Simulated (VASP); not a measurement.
An input for Ansatz (written as the equivalent of a VASP run, and not itself run):

Ansatz 0.2 input:
```yaml
crystal:
  lattice:
    - [-1.3449571, 1.3449571, 1.3449571]
    - [1.3449571, -1.3449571, 1.3449571]
    - [1.3449571, 1.3449571, -1.3449571]
  atoms:
    - { symbol: Fe, position: [0.0000000, 0.0000000, 0.0000000], spin: 2.1 }
kpoints:
  mp_grid: { grid: [19, 19, 19] }
hamiltonian:
  xc: pbesol
  pseudopotentials: { kind: paw }
magnetization: { spin_polarized: true }
scf:
  occupations: { method: methfessel_paxton, width: 0.1 }
  max_iter: 100
relax:
  max_steps: 40
  f_tol: 0.02
  cell: { p_target: 30 }
output: { forces: true, stress: true, eigenvalues: true }
```

Problem. Write the VASP files for the same calculation (PBEsol).

Solution. This is not unique; one that fits is 
INCAR:
```
SYSTEM = Fe
PREC = Accurate; ENCUT = 500; LREAL = .FALSE.
LASPH = .TRUE.
EDIFF = 1E-6; NELM = 100; ALGO = Normal
LMAXMIX = 4
ISMEAR = 1; SIGMA = 0.1
GGA = PS
ISPIN = 2; MAGMOM = 2.1
IBRION = 2; NSW = 40; ISIF = 3
EDIFFG = -0.02; PSTRESS = 300
LWAVE = .FALSE.; LCHARG = .FALSE.; LORBIT = 10
```

**KPOINTS**
```
Automatic mesh
0
gamma
19 19 19
0 0 0
```

File POSCAR:
```
Fe
1.0
 -1.3449570908   1.3449570908   1.3449570908
  1.3449570908  -1.3449570908   1.3449570908
  1.3449570908   1.3449570908  -1.3449570908
Fe
1
Direct
  0.0000000000   0.0000000000   0.0000000000
```

POTCAR, in this order: Fe (PBE.64 set). Program: vasp_std.

The two are equivalent in intent, not identical: each code has its own PAW files, so the cut-off isn't converted (ENCUT is set for VASP's; basis.ecutwfc is left out, and Ansatz then takes the one that its files recommend); Ansatz stops its SCF on the density residual and VASP on the energy change (EDIFF).

The compound is Fe in the bcc structure. It was relaxed first under an external pressure of 30 GPa.
